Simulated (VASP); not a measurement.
Given:

```xyz
2
Lattice="2.8399 0.0000 0.0000 0.0000 2.8399 0.0000 0.0000 0.0000 2.8399" Properties=species:S:1:pos:R:3 pbc="T T T"
Al     1.4200     1.4200     1.4200
Fe     0.0000     0.0000     0.0000
```

These are r2SCAN meta-GGA with spin-orbit coupling, VASP's PBE PAW potentials (set 64) (plane waves; VASP) values and carry that method's errors. Run with 400 eV cut-off, 12×12×12 Γ-centred mesh, Gaussian smearing of 0.050 eV, potentials Al Fe.

Task: Give the energies of bands 3 to 16 at the high-symmetry points, in eV from the Fermi level.

Result: 
| band | Γ | X | M | R |
|---|---|---|---|---|
| 3 | -2.25 | -6.30 | -2.32 | -3.59 |
| 4 | -2.25 | -6.30 | -2.32 | -3.59 |
| 5 | -2.25 | -1.49 | -2.18 | -3.56 |
| 6 | -2.25 | -1.49 | -2.18 | -3.56 |
| 7 | 0.14 | -0.94 | -2.13 | 1.22 |
| 8 | 0.14 | -0.94 | -2.13 | 1.22 |
| 9 | 0.14 | -0.88 | -0.68 | 1.22 |
| 10 | 0.14 | -0.88 | -0.68 | 1.22 |
| 11 | 0.23 | 0.31 | -0.63 | 3.20 |
| 12 | 0.23 | 0.31 | -0.63 | 3.20 |
| 13 | 7.13 | 1.64 | 1.17 | 3.35 |
| 14 | 7.13 | 1.64 | 1.17 | 3.35 |
| 15 | 7.26 | 9.31 | 4.02 | 3.35 |
| 16 | 7.26 | 9.31 | 4.02 | 3.35 |

It has no gap at this level: it comes out as a metal or semimetal.

The compound is FeAl in the CsCl type structure. It was relaxed first, which changed the volume by -7 %.
